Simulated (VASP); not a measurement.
Data:

```
CELL_PARAMETERS angstrom
      1.59575    -2.76392     0.00000
      1.59575     2.76392     0.00000
      0.00000     0.00000     5.11622
ATOMIC_POSITIONS crystal
  Zn 0.66667 0.33333 0.50000
  Zn 0.33333 0.66667 0.00000
  O  0.66667 0.33333 0.88200
  O  0.33333 0.66667 0.38200
```

These are PBE GGA, VASP's PBE PAW potentials (set 64) (plane waves; VASP) values and carry that method's errors. Numerical set-up: 400 eV cut-off, 11×11×6 Γ-centred mesh, Fermi-Dirac smearing of 0.050 eV, potentials Zn O.

At this cut-off the stress carries a Pulay error, which pulls relaxed volumes low.

Q: Predict the energy per atom (σ→0), pressure.

A: 
The energy per atom (σ→0) is -426.8 kJ/mol-atom and the pressure comes out as 10.44 GPa.

Only differences to runs with the same potentials and settings are physical.

The structure is a typed ZnO crystal (P6_3mc). The cell was not relaxed at this level.
